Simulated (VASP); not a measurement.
Output of a VASP run:

**OSZICAR**
```
       N       E                     dE             d eps       ncg     rms          rms(c)
DAV:   1     0.426750388407E+02    0.42675E+02   -0.43789E+03   752   0.955E+02
DAV:   2    -0.663972373313E+01   -0.49315E+02   -0.48848E+02   808   0.249E+02
DAV:   3    -0.770171770016E+01   -0.10620E+01   -0.10536E+01  1184   0.328E+01
DAV:   4    -0.772791216733E+01   -0.26194E-01   -0.25981E-01  1080   0.359E+00
DAV:   5    -0.772809026214E+01   -0.17809E-03   -0.17809E-03  1264   0.232E-01    0.463E+00
DAV:   6    -0.490636590714E+01    0.28217E+01   -0.22278E+00   976   0.143E+01    0.293E+00
DAV:   7    -0.501618822259E+01   -0.10982E+00   -0.32714E-01  1112   0.593E+00    0.161E+00
DAV:   8    -0.471475674357E+01    0.30143E+00   -0.32904E-01   776   0.727E+00    0.193E-01
DAV:   9    -0.495036801061E+01   -0.23561E+00   -0.39924E-01   792   0.711E+00    0.457E-01
DAV:  10    -0.493307012961E+01    0.17298E-01   -0.13894E-02   808   0.172E+00    0.123E-01
DAV:  11    -0.491777692470E+01    0.15293E-01   -0.13780E-02   816   0.176E+00    0.132E-01
DAV:  12    -0.492067862131E+01   -0.29017E-02   -0.17304E-03  1088   0.453E-01    0.161E-01
DAV:  13    -0.491245439808E+01    0.82242E-02   -0.41738E-03   752   0.106E+00    0.235E-01
DAV:  14    -0.491558922962E+01   -0.31348E-02   -0.60858E-03   752   0.107E+00    0.968E-02
DAV:  15    -0.491595876696E+01   -0.36954E-03   -0.16746E-04  1184   0.170E-01    0.884E-02
DAV:  16    -0.491589255189E+01    0.66215E-04   -0.77454E-05   784   0.118E-01    0.724E-02
DAV:  17    -0.491599746193E+01   -0.10491E-03   -0.93369E-05   800   0.124E-01    0.680E-02
DAV:  18    -0.491592407847E+01    0.73383E-04   -0.25883E-05   816   0.683E-02    0.501E-02
DAV:  19    -0.491600193670E+01   -0.77858E-04   -0.52583E-05   768   0.111E-01    0.410E-02
DAV:  20    -0.491601069966E+01   -0.87630E-05   -0.11690E-05  1216   0.384E-02    0.263E-02
DAV:  21    -0.491602199115E+01   -0.11291E-04   -0.43677E-06   792   0.293E-02    0.239E-02
DAV:  22    -0.491602735121E+01   -0.53601E-05   -0.49563E-06   752   0.386E-02    0.576E-03
DAV:  23    -0.491602855387E+01   -0.12027E-05   -0.71463E-07  1040   0.122E-02    0.645E-03
DAV:  24    -0.491602853098E+01    0.22889E-07   -0.11041E-07   792   0.449E-03
   1 F= -.19871796E+01 E0= -.19870015E+01  d E =-.198718E+01
       N       E                     dE             d eps       ncg     rms          rms(c)
DAV:   1    -0.490844639097E+01    0.75822E-02   -0.13486E-02   752   0.152E+00    0.130E-01
DAV:   2    -0.490806282320E+01    0.38357E-03   -0.11903E-03   928   0.432E-01    0.605E-02
DAV:   3    -0.490797483816E+01    0.87985E-04   -0.50821E-04   928   0.231E-01    0.303E-02
DAV:   4    -0.490799648823E+01   -0.21650E-04   -0.33896E-05   776   0.772E-02    0.174E-02
DAV:   5    -0.490801016466E+01   -0.13676E-04   -0.52073E-05  1024   0.818E-02    0.583E-03
DAV:   6    -0.490800735017E+01    0.28145E-05   -0.25317E-05   768   0.801E-02    0.332E-03
DAV:   7    -0.490800797587E+01   -0.62570E-06   -0.90793E-07  1128   0.109E-02    0.214E-03
DAV:   8    -0.490801055030E+01   -0.25744E-05   -0.33536E-06   768   0.269E-02    0.994E-04
DAV:   9    -0.490801066074E+01   -0.11044E-06   -0.16022E-07   816   0.506E-03    0.575E-04
DAV:  10    -0.490801072143E+01   -0.60696E-07   -0.20426E-08   408   0.195E-03
   2 F= -.19871967E+01 E0= -.19870358E+01  d E =-.170962E-04
```

OUTCAR:
```
------------------------ aborting loop because EDIFF is reached ----------------------------------------
  FORCE on cell =-STRESS in cart. coord.  units (eV):
  Direction    XX          YY          ZZ          XY          YZ          ZX
  --------------------------------------------------------------------------------------
  Total        2.9245136      2.9245136      2.9245136     -0.0000000     -0.0000000     -0.0000000
  in kB      150.1899918    150.1899918    150.1899918     -0.0000000     -0.0000000     -0.0000000
  external PRESSURE =       0.1899918 kB  Pullay stress =     150.0000000 kB
  volume of cell :       31.20
      direct lattice vectors                 reciprocal lattice vectors
    -1.983144741  1.983144741  1.983144741     0.000000000  0.252124814  0.252124814
     1.983144741 -1.983144741  1.983144741     0.252124814  0.000000000  0.252124814
     1.983144741  1.983144741 -1.983144741     0.252124814  0.252124814  0.000000000
 POSITION                                       TOTAL-FORCE (eV/Angst)
 -----------------------------------------------------------------------------------
      0.00000      0.00000      0.00000         0.000000      0.000000      0.000000
 -----------------------------------------------------------------------------------
    total drift:                                0.000000     -0.000000     -0.000000
  FREE ENERGIE OF THE ION-ELECTRON SYSTEM (eV)
  ---------------------------------------------------
  free  energy   TOTEN  =        -4.9080107214 eV

  energy  without entropy=       -4.9075280966  energy(sigma->0) =       -4.90784985
  enthalpy is  TOTEN    =        -1.9871966922 eV   P V=        2.9208140292

 reached required accuracy - stopping structural energy minimisation
```
(Selected blocks of OUTCAR.)

**POSCAR**
```
K
1
   -1.9849615626     1.9849615626     1.9849615626
    1.9849615626    -1.9849615626     1.9849615626
    1.9849615626     1.9849615626    -1.9849615626
K
1
Direct
  0.0000000000   0.0000000000   0.0000000000
```

**Question.** Reconstruct the remaining input files.

**Answer.** This is not unique; one that fits is the input of the run itself, r2SCAN meta-GGA, plane waves, VASP's PBE PAW potentials (set 64).

### INCAR
```
SYSTEM = K
PREC = Accurate
ENCUT = 480
EDIFF = 1E-7
NELM = 100
ALGO = Normal
LREAL = .FALSE.
LASPH = .TRUE.
ISMEAR = 1
SIGMA = 0.1
METAGGA = R2SCAN
LMIXTAU = .TRUE.
LWAVE = .FALSE.
LCHARG = .FALSE.
ISIF = 3
IBRION = 2
NSW = 40
EDIFFG = -0.01
PSTRESS = 150
```

File KPOINTS:
```
Automatic mesh
0
Gamma
10 10 10
0 0 0
```

POTCAR, in this order: K_sv (PBE.64 set). Program: vasp_std.

The compound is K in the bcc structure. This run relaxes it under an external pressure of 15 GPa. Symmetry was kept, so distortions that lower it aren't found.
